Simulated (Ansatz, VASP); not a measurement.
# Fe (Iron-alpha) in two plane-wave programs, part 2 of 2

Wanted: the spread between two codes on one cell, functional and k mesh. The cell is taken from a series of runs on this material, whose earlier steps may have relaxed, scaled, displaced or heated it; both programs get it as it stands.

VASP 6.6.1 and Ansatz 0.2.0.

So far: The structure; Ansatz: relaxation of cell and atoms, BLYP.

## Step 3: VASP: relaxation of cell and atoms, BLYP

Level of this step: BLYP, spin-polarised from a ferromagnetic start (one magnetic atom a cell); plane waves and PAW (Fe) (VASP).

The same cell, functional (in two slightly different forms), mesh and smearing now go to VASP, with its own data sets.

Lines of VASP's logs that name or quote its potential files are left out, and so is its time.

File INCAR:

```
SYSTEM = Fe
PREC = Accurate
ENCUT = 600
EDIFF = 1E-07
NELM = 200
ISMEAR = 1
SIGMA = 0.25
LREAL = .FALSE.
ALGO = Normal
GGA = B5
ALDAX = 1
AGGAX = 1
AGGAC = 1
ALDAC = 0
NBANDS = 12
ISPIN = 2
MAGMOM = 2.26
LASPH = .TRUE.
LMAXMIX = 4
LORBIT = 11
LWAVE = .FALSE.
LCHARG = .FALSE.
ISIF = 3
IBRION = 2
NSW = 80
EDIFFG = -0.005
GGA_COMPAT = .FALSE.
NELMIN = 4
KPAR = 2
```

File POSCAR:

```
Fe
1.0
   -1.4332500000      1.4332500000      1.4332500000
    1.4332500000     -1.4332500000      1.4332500000
    1.4332500000      1.4332500000     -1.4332500000
Fe
1
Direct
    0.0000000000      0.0000000000      0.0000000000
```

File KPOINTS:

```
Automatic mesh
0
Gamma
40 40 40
0 0 0
```

The projector-augmented-wave data sets are Fe (PBE family, release 64).

The run is started by

```bash
$ mpirun -np 2 vasp_std
```

Numbers of over 12 decimals in the logs are rounded to 6 here.

Log:

```text
[banner, memory and clock lines left out]
running    2 mpi-ranks, on    1 nodes
 distrk:  each k-point on    1 cores,    2 groups
 distr:  one band on    1 cores,    1 groups

 POSCAR found type information on POSCAR Fe
 POSCAR found :  1 types and       1 ions
|                                                                             |
|               ----> ADVICE to this user running VASP <----                  |
|                                                                             |
|     You enforced a specific xc type in the INCAR file but a different       |
|     [... a line on the potential file left out ...]
|     I HOPE YOU KNOW WHAT YOU ARE DOING!                                     |
|                                                                             |

 LDA part: xc-table for (Slater(with rela. corr.)+VWN5), standard interpolation
 POSCAR, INCAR and KPOINTS ok, starting setup
 FFT: planning ... GRIDC
 FFT: planning ... GRID_SOFT
 FFT: planning ... GRID
 WAVECAR not read
 entering main loop
       N       E                     dE             d eps       ncg     rms          rms(c)
DAV:   1     0.246322753512E+02    0.24632E+02   -0.42989E+03 84048   0.894E+02
DAV:   2    -0.710551327217E+01   -0.31738E+02   -0.29459E+02 82852   0.142E+02
DAV:   3    -0.806811465080E+01   -0.96260E+00   -0.95130E+00 92208   0.275E+01
DAV:   4    -0.807202304785E+01   -0.39084E-02   -0.39078E-02 88804   0.159E+00
DAV:   5    -0.807204678608E+01   -0.23738E-04   -0.23739E-04 91488   0.127E-01    0.104E+01
DAV:   6    -0.728541630885E+01    0.78663E+00   -0.10506E+01 91620   0.421E+01    0.586E+00
DAV:   7    -0.719022183827E+01    0.95194E-01   -0.87381E-01 92824   0.119E+01    0.324E+00
DAV:   8    -0.718519035200E+01    0.50315E-02   -0.64508E-03 94096   0.598E-01    0.133E+00
DAV:   9    -0.717919801522E+01    0.59923E-02   -0.61467E-03105504   0.515E-01    0.353E-01
DAV:  10    -0.717924398814E+01   -0.45973E-04   -0.88935E-04 91916   0.266E-01    0.110E-01
DAV:  11    -0.717923852225E+01    0.54659E-05   -0.10256E-04 91256   0.106E-01    0.444E-02
DAV:  12    -0.717923722569E+01    0.12966E-05   -0.32145E-06 90416   0.247E-02    0.136E-02
DAV:  13    -0.717923871224E+01   -0.14865E-05   -0.24000E-06 82244   0.130E-02    0.498E-03
DAV:  14    -0.717923886217E+01   -0.14994E-06   -0.11246E-07 68432   0.324E-03    0.682E-04
DAV:  15    -0.717923891312E+01   -0.50948E-07   -0.80707E-09 41600   0.848E-04
   1 F= -.71792389E+01 E0= -.71790132E+01  d E =-.717924E+01  mag=     2.2184
 curvature:   0.00 expect dE= 0.000E+00 dE for cont linesearch  0.000E+00
 trial: gam= 0.00000 g(F)=  0.762E-63 g(S)=  0.163E-02 ort = 0.000E+00 (trialstep = 0.100E+01)
 search vector abs. value=  0.163E-02
 bond charge predicted
       N       E                     dE             d eps       ncg     rms          rms(c)
DAV:   1    -0.720026822342E+01   -0.21029E-01   -0.34831E-01 90324   0.879E+00    0.141E+00
DAV:   2    -0.718242389849E+01    0.17844E-01   -0.21227E-01 91056   0.547E+00    0.133E+00
DAV:   3    -0.717977569986E+01    0.26482E-02   -0.16901E-02 91756   0.165E+00    0.428E-01
DAV:   4    -0.717958091606E+01    0.19478E-03   -0.16750E-04 93596   0.173E-01    0.101E-01
DAV:   5    -0.717940697527E+01    0.17394E-03   -0.21317E-04 94272   0.117E-01    0.173E-02
DAV:   6    -0.717941032325E+01   -0.33480E-05   -0.61894E-06 86020   0.199E-02    0.819E-03
DAV:   7    -0.717941105432E+01   -0.73108E-06   -0.45741E-07 88260   0.881E-03    0.461E-03
DAV:   8    -0.717941146251E+01   -0.40819E-06   -0.16756E-07 70212   0.415E-03    0.119E-03
DAV:   9    -0.717941145899E+01    0.35270E-08   -0.92125E-09 40872   0.103E-03
   2 F= -.71794115E+01 E0= -.71793322E+01  d E =-.172546E-03  mag=     2.2421
 trial-energy change:   -0.000173  1 .order   -0.000180   -0.001626    0.001265
 step:   0.5584(harm=  0.5624)  dis= 0.00000  next Energy=    -7.179692 (dE=-0.453E-03)
 bond charge predicted
       N       E                     dE             d eps       ncg     rms          rms(c)
DAV:   1    -0.718375076534E+01   -0.43393E-02   -0.67401E-02 90480   0.383E+00    0.617E-01
DAV:   2    -0.718026805698E+01    0.34827E-02   -0.40559E-02 90976   0.242E+00    0.575E-01
DAV:   3    -0.717976323214E+01    0.50482E-03   -0.32226E-03 91792   0.720E-01    0.187E-01
DAV:   4    -0.717972607712E+01    0.37155E-04   -0.30334E-05 93460   0.734E-02    0.412E-02
DAV:   5    -0.717969185945E+01    0.34218E-04   -0.41273E-05 94696   0.498E-02    0.705E-03
DAV:   6    -0.717969196560E+01   -0.10616E-06   -0.11926E-06 85776   0.823E-03    0.373E-03
DAV:   7    -0.717969172827E+01    0.23733E-06   -0.90425E-08 69208   0.391E-03    0.198E-03
DAV:   8    -0.717969157614E+01    0.15213E-06   -0.34056E-08 40944   0.181E-03    0.528E-04
DAV:   9    -0.717969157747E+01   -0.13324E-08   -0.23148E-09 40352   0.546E-04
   3 F= -.71796916E+01 E0= -.71795424E+01  d E =-.452664E-03  mag=     2.2316
 curvature:  -0.28 expect dE=-0.104E-07 dE for cont linesearch -0.104E-07
 trial: gam= 0.00000 g(F)=  0.281E-62 g(S)=  0.368E-07 ort =-0.774E-05 (trialstep = 0.912E+00)
 search vector abs. value=  0.369E-07
 reached required accuracy - stopping structural energy minimisation
```

OUTCAR, selected parts (step 3):

```text
ion  position               nearest neighbor table
   1  0.000  0.000  0.000-

  LATTYP: Found a body centered cubic cell.
 ALAT       =     2.8665000000

 Subroutine GETGRP returns: Found 48 space group operations
 (whereof 48 operations were pure point group operations)

The static configuration has the point symmetry O_h .

 Found   1661 irreducible k-points:

   k-points           NKPTS =   1661   k-points in BZ     NKDIM =   1661   number of bands    NBANDS=     12

   dimension x,y,z NGX =    20 NGY =   20 NGZ =   20
   dimension x,y,z NGXF=    40 NGYF=   40 NGZF=   40

   ENCUT  =  600.0 eV  44.10 Ry    6.64 a.u.   4.96  4.96  4.96*2*pi/ulx,y,z

   NELECT =       8.0000    total number of electrons

 k-points in reciprocal lattice and weights: Automatic mesh
   0.00000000  0.00000000  0.00000000       0.000
   0.02500000  0.00000000  0.00000000       0.000
   0.05000000  0.00000000  0.00000000       0.000
   0.07500000  0.00000000  0.00000000       0.000
   0.10000000  0.00000000  0.00000000       0.000
   0.12500000  0.00000000  0.00000000       0.000
   0.15000000  0.00000000  0.00000000       0.000
   0.17500000  0.00000000  0.00000000       0.000
   0.20000000  0.00000000  0.00000000       0.000
[...]
0.50000000  0.50000000  0.47500000       0.000
   0.50000000  0.50000000  0.50000000       0.000

 average (electrostatic) potential at core
       1 -43.2613

 E-fermi :   5.8504

 spin component 1
 k-point     1 :       0.0000    0.0000    0.0000
  band No.  band energies     occupation
    ...
      2       3.6469      1.00000
      3       3.6469      1.00000
      4       3.6469      1.00000
      5       4.7982      1.00000
      6       4.7982      1.00000
      7      30.7377      0.00000
      8      30.7377      0.00000
      9      30.7377      0.00000
     10      35.5597      0.00000
     11      35.5597      0.00000
    ...

 k-point     2 :       0.0250    0.0000    0.0000
  band No.  band energies     occupation
    ...
      2       3.6403      1.00000
      3       3.6467      1.00000
      4       3.6601      1.00000
      5       4.7913      1.00000
      6       4.7987      1.00000
      7      30.5428      0.00000
      8      30.7012      0.00000
      9      30.7133      0.00000
     10      35.3200      0.00000
     11      35.6204      0.00000
    ...

 k-point     3 :       0.0500    0.0000    0.0000
  band No.  band energies     occupation
    ...
      2       3.6207      1.00000
      3       3.6458      1.00000
      4       3.6996      1.00000
      5       4.7717      1.00000
      6       4.8002      1.00000
      7      30.0044      0.00000
      8      30.5827      0.00000
      9      30.6432      0.00000
     10      34.8980      0.00000
     11      35.4332      0.00000
    ...

 k-point     4 :       0.0750    0.0000    0.0000
  band No.  band energies     occupation
    ...
      2       3.5887      1.00000
      3       3.6431      1.00000
      4       3.7647      1.00000
      5       4.7419      1.00000
      6       4.8028      1.00000
      7      29.2159      0.00000
      8      30.3617      0.00000
      9      30.5362      0.00000
     10      34.5547      0.00000
     11      34.6646      0.00000
    ...

 k-point     5 :       0.1000    0.0000    0.0000
  band No.  band energies     occupation
    ...
      2       3.5452      1.00000
      3       3.6365      1.00000
      4       3.8545      1.00000
      5       4.7065      1.00000
      6       4.8067      1.00000
      7      28.2606      0.00000
      8      30.0256      0.00000
      9      30.4033      0.00000
     10      33.8045      0.00000
     11      34.3262      0.00000
    ...

 k-point     6 :       0.1250    0.0000    0.0000
  band No.  band energies     occupation
    ...
      2       3.4915      1.00000
      3       3.6244      1.00000
      4       3.9675      1.00000
      5       4.6708      1.00000
      6       4.8118      1.00000
      7      27.1987      0.00000
      8      29.5861      0.00000
      9      30.2553      0.00000
     10      32.9639      0.00000
     11      33.8713      0.00000
    ...

  Total       -0.0005045     -0.0005045     -0.0005045     -0.0000000      0.0000000     -0.0000000
  in kB       -0.0680566     -0.0680566     -0.0680566     -0.0000000      0.0000000     -0.0000000
  external PRESSURE =      -0.0680566 kB  Pullay stress =       0.0000000 kB

  energy-cutoff  :      600.00
  volume of cell :       11.88
      direct lattice vectors                 reciprocal lattice vectors
    -1.437342441  1.437342441  1.437342441     0.000000000  0.347864215  0.347864215
     1.437342441 -1.437342441  1.437342441     0.347864215  0.000000000  0.347864215
     1.437342441  1.437342441 -1.437342441     0.347864215  0.347864215  0.000000000

 POSITION                                       TOTAL-FORCE (eV/Angst)
 -----------------------------------------------------------------------------------
     -0.00000      0.00000      0.00000        -0.000000      0.000000     -0.000000
 -----------------------------------------------------------------------------------
    total drift:                                0.000000     -0.000000      0.000000

  FREE ENERGIE OF THE ION-ELECTRON SYSTEM (eV)
  ---------------------------------------------------
  free  energy   TOTEN  =        -7.1796915775 eV

  energy  without entropy=       -7.1792441808  energy(sigma->0) =       -7.17954245

 reached required accuracy - stopping structural energy minimisation

 total charge
# of ion       s       p       d       tot
------------------------------------------
    1        0.469   0.483   6.273   7.225

 magnetization (x)
# of ion       s       p       d       tot
------------------------------------------
    1       -0.015  -0.049   2.294   2.230

[... 6 further parts left out ...]
```

CONTCAR:

```
Fe
   1.00000000000000
    -1.4373424413249960    1.4373424413249960    1.4373424413249960
     1.4373424413249960   -1.4373424413249960    1.4373424413249960
     1.4373424413249960    1.4373424413249960   -1.4373424413249960
  Fe
     1
Direct
     0.0000000000000000    0.0000000000000000    0.0000000000000000
```

The cell holds one magnetic atom, so no antiferromagnetic order fits into it.

## Step 4: Differences

Known differences besides the potentials themselves: VASP starts from the moments at which Ansatz ended; the data sets hold 16 valence electrons in Ansatz (on its default PAW (the set named soft_2) files) and 8 in VASP; the cutoff is 420 eV in Ansatz and 600 eV in VASP; Ansatz makes its cores anew for this functional, VASP keeps those of its PBE data sets; VASP's log shows a relativistic correction to its local exchange, Ansatz's none; Ansatz adds a Pulay correction to the stress that steers its cell, VASP none; site moments are counted in spheres of each program's own size. Total energies have different zeros and are not compared.

Both answers:

```
                                         quantity  Ansatz   VASP  difference
                                      volume (Å³)   11.86  11.88     -0.17 %
edge a after relaxation, in the typed setting (Å)   2.488  2.490     -0.06 %
                                total moment (μB)    2.22   2.23       -0.02
                               moment on Fe1 (μB)    2.26   2.23       +0.03
```

## Step 5: Outcome

| Quantity | Value |
| --- | --- |
| difference in volume (relaxation of cell and atoms, BLYP) | -0.17 % |

The difference in volume is -0.17 % (relaxation of cell and atoms, BLYP), within the 1.2 % picked in this series as the mark of a large difference, as far as the stopping tolerances let one tell. The data sets hold unlike numbers of valence electrons (16 in Ansatz and 8 in VASP), so part of the differences comes from the potentials. How closely two codes agree says nothing of how well the functional describes the real material.

[Lines on the potential files, build, host, timing and source positions are cut from VASP's logs without a mark.]

[Logs are printed without paths, hosts, clocks, repeated set-up lines and the standing remarks that a program may print on its own settings, such as how far it seeks lower states.]

[Hosts, paths, dates, database ids (printed as entryN), source tags and the programs' standing remarks are cut or masked in the printed files.]
